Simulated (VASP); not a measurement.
All values below come from PBEsol GGA, VASP's PBE PAW potentials (set 64) (plane waves; VASP 6.6.1).

VASP input:

**POSCAR**
```
CsPbCl3
1.0
  5.3635349505   0.0000000000   0.0000000000
  0.0000000000   5.3635349505   0.0000000000
  0.0000000000   0.0000000000   5.3635349505
Cs Pb Cl
1 1 3
Cartesian
  0.0000000000   0.0000000000   0.0000000000
  2.6817674753   2.6817674753   2.6817674753
  2.6817674753   0.0000000000   2.6817674753
  0.0000000000   2.6817674753   2.6817674753
  2.6817674753   2.6817674753   0.0000000000
```

### INCAR
```
SYSTEM = CsPbCl3
PREC = Accurate
ENCUT = 500
EDIFF = 1E-6
NELM = 100
ALGO = Normal
LREAL = .FALSE.
LASPH = .TRUE.
ISMEAR = 0
SIGMA = 0.05
GGA = PS
LMAXMIX = 4
LWAVE = .FALSE.
LCHARG = .FALSE.
IBRION = 2
ISIF = 3
NSW = 40
EDIFFG = -0.02
PSTRESS = 100
```

**KPOINTS**
```
Automatic
0
gamma
  4 4 4
```

POTCAR, in this order: Cs_sv Pb_d Cl (PBE.64 set). Program: vasp_std.

Output

### OSZICAR
```
       N       E                     dE             d eps       ncg     rms          rms(c)
DAV:   1     0.413693683058E+03    0.41369E+03   -0.19770E+04   520   0.154E+03
DAV:   2     0.303490788094E+02   -0.38334E+03   -0.37212E+03   642   0.353E+02
DAV:   3    -0.164038282773E+02   -0.46753E+02   -0.45136E+02   616   0.133E+02
DAV:   4    -0.185216742743E+02   -0.21178E+01   -0.21123E+01   750   0.339E+01
DAV:   5    -0.185685215371E+02   -0.46847E-01   -0.46800E-01   668   0.397E+00    0.716E+00
DAV:   6    -0.180494093302E+02    0.51911E+00   -0.11912E+00   734   0.114E+01    0.446E+00
DAV:   7    -0.180265685728E+02    0.22841E-01   -0.51085E-01   750   0.503E+00    0.160E+00
DAV:   8    -0.180311425124E+02   -0.45739E-02   -0.72694E-02   786   0.261E+00    0.354E-01
DAV:   9    -0.180312042165E+02   -0.61704E-04   -0.10649E-02   768   0.977E-01    0.114E-01
DAV:  10    -0.180314420647E+02   -0.23785E-03   -0.94497E-04   672   0.216E-01    0.298E-02
DAV:  11    -0.180315044183E+02   -0.62354E-04   -0.12619E-04   740   0.100E-01    0.165E-02
DAV:  12    -0.180315080743E+02   -0.36560E-05   -0.12178E-05   760   0.470E-02    0.389E-03
DAV:  13    -0.180315080127E+02    0.61633E-07   -0.19475E-06   492   0.209E-02
   1 F= -.84011427E+01 E0= -.84011427E+01  d E =-.840114E+01
       N       E                     dE             d eps       ncg     rms          rms(c)
DAV:   1    -0.238562033725E+02   -0.58247E+01   -0.18004E+02   704   0.148E+02    0.178E+01
DAV:   2    -0.178718895488E+02    0.59843E+01   -0.13467E+01   660   0.505E+01    0.524E+00
DAV:   3    -0.168910600940E+02    0.98083E+00   -0.39312E+00   730   0.242E+01    0.275E+00
DAV:   4    -0.168789522042E+02    0.12108E-01   -0.16327E-01   766   0.372E+00    0.101E+00
DAV:   5    -0.168777347179E+02    0.12175E-02   -0.23331E-02   716   0.190E+00    0.347E-01
DAV:   6    -0.168782701214E+02   -0.53540E-03   -0.26071E-03   610   0.433E-01    0.138E-01
DAV:   7    -0.168783006590E+02   -0.30538E-04   -0.17485E-04   812   0.129E-01    0.533E-02
DAV:   8    -0.168782851646E+02    0.15494E-04   -0.90641E-05   826   0.857E-02    0.136E-02
DAV:   9    -0.168782847372E+02    0.42740E-06   -0.11248E-05   678   0.294E-02    0.594E-03
DAV:  10    -0.168782846098E+02    0.12734E-06   -0.12750E-06   386   0.118E-02
   2 F= -.85296840E+01 E0= -.85291659E+01  d E =-.128541E+00
       N       E                     dE             d eps       ncg     rms          rms(c)
DAV:   1    -0.184119234516E+02   -0.15336E+01   -0.27970E+01   678   0.717E+01    0.573E+00
DAV:   2    -0.175923713558E+02    0.81955E+00   -0.18640E+00   684   0.160E+01    0.192E+00
DAV:   3    -0.174412924850E+02    0.15108E+00   -0.57113E-01   690   0.936E+00    0.101E+00
DAV:   4    -0.174401918448E+02    0.11006E-02   -0.18062E-02   782   0.106E+00    0.774E-01
DAV:   5    -0.174390875841E+02    0.11043E-02   -0.38389E-03   632   0.919E-01    0.173E-01
DAV:   6    -0.174390906159E+02   -0.30318E-05   -0.78717E-04   738   0.203E-01    0.410E-02
DAV:   7    -0.174390889690E+02    0.16468E-05   -0.63859E-05   678   0.618E-02    0.517E-03
DAV:   8    -0.174390894832E+02   -0.51417E-06   -0.40915E-06   552   0.269E-02
   3 F= -.86198637E+01 E0= -.86198637E+01  d E =-.218721E+00
```

OUTCAR:
```
------------------------ aborting loop because EDIFF is reached ----------------------------------------
  FORCE on cell =-STRESS in cart. coord.  units (eV):
  Direction    XX          YY          ZZ          XY          YZ          ZX
  --------------------------------------------------------------------------------------
  Total        8.7968700      8.7968700      8.7968700      0.0000000      0.0000000      0.0000000
  in kB       99.7465110     99.7465110     99.7465110      0.0000000      0.0000000      0.0000000
  external PRESSURE =      -0.2534890 kB  Pullay stress =     100.0000000 kB
  volume of cell :      141.30
      direct lattice vectors                 reciprocal lattice vectors
     5.208512146 -0.000000000  0.000000000     0.191993408  0.000000000  0.000000000
    -0.000000000  5.208512146  0.000000000     0.000000000  0.191993408  0.000000000
    -0.000000000 -0.000000000  5.208512146    -0.000000000 -0.000000000  0.191993408
 POSITION                                       TOTAL-FORCE (eV/Angst)
 -----------------------------------------------------------------------------------
      0.00000      0.00000      0.00000         0.000000      0.000000      0.000000
      2.60426      2.60426      2.60426        -0.000000      0.000000      0.000000
      2.60426     -0.00000      2.60426         0.000000     -0.000000      0.000000
     -0.00000      2.60426      2.60426         0.000000      0.000000      0.000000
      2.60426      2.60426      0.00000         0.000000      0.000000      0.000000
 -----------------------------------------------------------------------------------
    total drift:                                0.000000      0.000000     -0.000000
  FREE ENERGIE OF THE ION-ELECTRON SYSTEM (eV)
  ---------------------------------------------------
  free  energy   TOTEN  =       -17.4390894832 eV

  energy  without entropy=      -17.4390894832  energy(sigma->0) =      -17.43908948
  enthalpy is  TOTEN    =        -8.6198636974 eV   P V=        8.8192257858

 reached required accuracy - stopping structural energy minimisation
```
(Selected blocks of OUTCAR.)

File CONTCAR:
```
CsPbCl3
   1.00000000000000
     5.2085121459744768   -0.0000000000000000    0.0000000000000000
    -0.0000000000000000    5.2085121459744768    0.0000000000000000
    -0.0000000000000000   -0.0000000000000000    5.2085121459744768
  Cs              Pb              Cl
     1     1     3
Direct
     0.0000000000000000    0.0000000000000000    0.0000000000000000
     0.5000000000000000    0.5000000000000000    0.5000000000000000
     0.5000000000000000    0.0000000000000000    0.5000000000000000
     0.0000000000000000    0.5000000000000000    0.5000000000000000
     0.5000000000000000    0.5000000000000000    0.0000000000000000
```

OUTCAR:
```
 val. band max:        5.0484670178   @ k =   0.5000   0.5000   0.5000

 cond. band min:       5.5357675981   @ k =   0.5000   0.5000   0.5000


 Fermi energy:         5.2997500233

 k-point     1 :       0.0000    0.0000    0.0000
  band No.  band energies     occupation
      1     -17.8442      2.00000
      2     -13.5153      2.00000
      3     -13.5153      2.00000
      4     -12.7240      2.00000
      5     -12.7240      2.00000
      6     -12.7240      2.00000
      7     -12.7234      2.00000
      8     -10.7868      2.00000
      9     -10.7868      2.00000
     10      -4.7538      2.00000
     11      -4.7538      2.00000
     12      -4.7538      2.00000
     13      -2.5301      2.00000
     14      -2.2461      2.00000
     15      -2.2461      2.00000
     16      -2.2461      2.00000
     17       0.2723      2.00000
     18       0.2723      2.00000
     19       0.2723      2.00000
     20       0.5424      2.00000
     21       0.5424      2.00000
     22       0.5424      2.00000
     23       6.8045      0.00000
     24       7.1853      0.00000
     25       7.1853      0.00000
     26       8.2307      0.00000

 k-point     2 :       0.2500    0.0000    0.0000
  band No.  band energies     occupation
      1     -17.8393      2.00000
      2     -13.5144      2.00000
      3     -13.4001      2.00000
      4     -12.7269      2.00000
      5     -12.7269      2.00000
      6     -12.7239      2.00000
      7     -12.5820      2.00000
      8     -11.1836      2.00000
      9     -10.7845      2.00000
     10      -4.7092      2.00000
     11      -4.7092      2.00000
     12      -4.6919      2.00000
     13      -3.8269      2.00000
     14      -2.2323      2.00000
     15      -2.2323      2.00000
     16      -0.6620      2.00000
     17       0.1594      2.00000
     18       0.2090      2.00000
     19       0.2090      2.00000
     20       0.4370      2.00000
     21       0.4370      2.00000
     22       0.9421      2.00000
...
```

Energy and stress use the plane-wave basis of the starting cell. Unless said otherwise, spin-orbit coupling is left out, though it shifts the bands of the heavy elements here.

The compound is CsPbCl3 in the cubic perovskite structure, the ideal cubic form; the compound distorts at low or room temperature. This run relaxes it under an external pressure of 10 GPa. Symmetry was kept, so distortions that lower it aren't found.
